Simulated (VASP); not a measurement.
A convergence study with VASP on Be2C (antifluorite): one setting is varied, all else stays as given below, so the limit is that of these other settings.

```
CELL_PARAMETERS angstrom
      0.00000     2.17000     2.17000
      2.17000     0.00000     2.17000
      2.17000     2.17000     0.00000
ATOMIC_POSITIONS crystal
  Be 0.25000 0.25000 0.25000
  Be 0.75000 0.75000 0.75000
  C  0.00000 0.00000 0.00000
```

The numbers are results of PBE GGA, VASP's PBE PAW potentials (set 64) (plane waves; VASP), not measurements. The tightest run used: 700 eV cut-off, 14×14×14 Monkhorst-Pack mesh, Gaussian smearing of 0.050 eV, potentials Be C.

Problem. The settings run are 1×1×1 mesh; 2×2×2 mesh; 3×3×3 mesh; 4×4×4 mesh; 5×5×5 mesh; 6×6×6 mesh; 7×7×7 mesh; 8×8×8 mesh; 9×9×9 mesh; 10×10×10 mesh; 11×11×11 mesh; 12×12×12 mesh; 13×13×13 mesh; 14×14×14 mesh. From which on does the energy per atom stay within 0.005 eV/atom of the tightest run?

Solution. From 6×6×6 mesh on: it is off by 0.0000 there and by no more than 0.005 in any finer run, while 5×5×5 mesh is off by 0.0074.
| setting | E (eV/atom) | pressure (GPa) | irreducible k-points | difference judged (eV/atom) |
|---|---|---|---|---|
| 1×1×1 mesh | 2.5814 | 129.82 | 1 | 8.4013 |
| 2×2×2 mesh | -5.8033 | -2.11 | 2 | 0.0166 |
| 3×3×3 mesh | -5.6836 | -0.35 | 4 | 0.1363 |
| 4×4×4 mesh | -5.8199 | -1.43 | 10 | 0.0000 |
| 5×5×5 mesh | -5.8125 | -1.45 | 10 | 0.0074 |
| 6×6×6 mesh | -5.8199 | -1.41 | 28 | 0.0000 |
| 7×7×7 mesh | -5.8193 | -1.42 | 20 | 0.0006 |
| 8×8×8 mesh | -5.8199 | -1.41 | 60 | 0.0000 |
| 9×9×9 mesh | -5.8198 | -1.42 | 35 | 0.0000 |
| 10×10×10 mesh | -5.8199 | -1.41 | 110 | 0.0000 |
| 11×11×11 mesh | -5.8199 | -1.41 | 56 | 0.0000 |
| 12×12×12 mesh | -5.8199 | -1.41 | 182 | 0.0000 |
| 13×13×13 mesh | -5.8199 | -1.41 | 84 | 0.0000 |
| 14×14×14 mesh | -5.8199 | -1.41 | 280 | 0.0000 |

Left out are rungs that failed or repeat a setting and relaxations that didn't move; long series are thinned to 24 rows.

The compound is Be2C in the antifluorite structure. The cell was not relaxed at this level.
